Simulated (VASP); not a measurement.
Calculation: vdW-DF2, VASP's PBE PAW potentials (set 64) (plane waves; VASP).

A VASP calculation is set up with these files.

**INCAR**
```
SYSTEM = CdS
PREC = Accurate; ENCUT = 520; LREAL = .False.
LASPH = .True.; ICHARG = 11
EDIFF = 1E-7; NELM = 100; ALGO = Normal
LMAXMIX = 4
ISMEAR = 0; SIGMA = 0.05
GGA = ML; LUSE_VDW = .True.; AGGAC = 0.0
ZAB_VDW = -1.8867
LWAVE = .False.; LCHARG = .False.; LORBIT = 11
```

File POSCAR:
```
CdS
1
    0.0000000000     3.0390975628     3.0390975628
    3.0390975628    -0.0000000000     3.0390975628
    3.0390975628     3.0390975628     0.0000000000
Cd S
1 1
Direct
  0.0000000000   1.0000000000   0.0000000000
  0.2500000000   0.2500000000   0.2500000000
```

File KPOINTS:
```
k-points along high-symmetry lines
15
Line-mode
Reciprocal
  0.000000   0.000000   0.000000 ! GAMMA
 -0.500000  -0.500000   0.000000 ! X

 -0.500000  -0.500000   0.000000 ! X
 -0.375000  -0.375000   0.250000 ! U

 -0.375000  -0.000000   0.375000 ! K
  0.000000   0.000000   0.000000 ! GAMMA

  0.000000   0.000000   0.000000 ! GAMMA
  0.000000   0.000000   0.500000 ! L

  0.000000   0.000000   0.500000 ! L
 -0.500000  -0.250000   0.250000 ! W

 -0.500000  -0.250000   0.250000 ! W
 -0.500000  -0.500000   0.000000 ! X
```

POTCAR, in this order: Cd S (PBE.64 set). Program: vasp_std. Read from the step before: CHGCAR.

What VASP printed:

File OSZICAR:
```
       N       E                     dE             d eps       ncg     rms          rms(c)
DAV:   1     0.112927964432E+03    0.11293E+03   -0.91047E+03  2372   0.124E+03
DAV:   2     0.435086186559E+01   -0.10858E+03   -0.10367E+03  2860   0.292E+02
DAV:   3    -0.357764129333E+00   -0.47086E+01   -0.46729E+01  2610   0.624E+01
DAV:   4    -0.392339197020E+00   -0.34575E-01   -0.34568E-01  2750   0.536E+00
DAV:   5    -0.392833226732E+00   -0.49403E-03   -0.49402E-03  2730   0.619E-01
DAV:   6    -0.392844040430E+00   -0.10814E-04   -0.10814E-04  2805   0.863E-02
DAV:   7    -0.392844323973E+00   -0.28354E-06   -0.28355E-06  2715   0.129E-02
DAV:   8    -0.392844331602E+00   -0.76288E-08   -0.76328E-08  2109   0.211E-03
   1 F= -.39284433E+00 E0= -.39284433E+00  d E =-.179297E-13
```

OUTCAR:
```
 val. band max:        0.2564784810   @ k =   0.0000   0.0000   0.0000

 cond. band min:       0.8978183145   @ k =   0.0000   0.0000   0.0000



 k-point     1 :       0.0000    0.0000    0.0000
  band No.  band energies     occupation
      1     -11.4802      2.00000
      2      -7.1792      2.00000
      3      -7.1792      2.00000
      4      -7.1792      2.00000
      5      -6.8673      2.00000
      6      -6.8673      2.00000
      7       0.2565      2.00000
      8       0.2565      2.00000
      9       0.2565      2.00000
     10       0.8978      0.00000
     11       6.7687      0.00000
     12       6.7687      0.00000
     13       6.7687      0.00000

 k-point     2 :      -0.0357   -0.0357    0.0000
  band No.  band energies     occupation
      1     -11.4749      2.00000
      2      -7.1766      2.00000
      3      -7.1766      2.00000
      4      -7.1760      2.00000
      5      -6.8682      2.00000
      6      -6.8666      2.00000
      7       0.0687      2.00000
      8       0.2343      2.00000
      9       0.2343      2.00000
     10       1.0962      0.00000
     11       6.6977      0.00000
     12       6.8001      0.00000
     13       6.8001      0.00000

 k-point     3 :      -0.0714   -0.0714    0.0000
  band No.  band energies     occupation
      1     -11.4594      2.00000
      2      -7.1690      2.00000
      3      -7.1690      2.00000
      4      -7.1662      2.00000
      5      -6.8710      2.00000
      6      -6.8644      2.00000
      7      -0.2642      2.00000
      8       0.1698      2.00000
      9       0.1698      2.00000
     10       1.4600      0.00000
     11       6.5058      0.00000
     12       6.8927      0.00000
     13       6.8927      0.00000

 k-point     4 :      -0.1071   -0.1071    0.0000
  band No.  band energies     occupation
      1     -11.4343      2.00000
      2      -7.1566      2.00000
      3      -7.1566      2.00000
      4      -7.1495      2.00000
...
```

The density is held fixed in this step, so its total energy and stress have no physical meaning.

The compound is CdS in the zinc blende structure, a metastable form; wurtzite is the usual one. It was relaxed first, which changed the volume by +14 %.
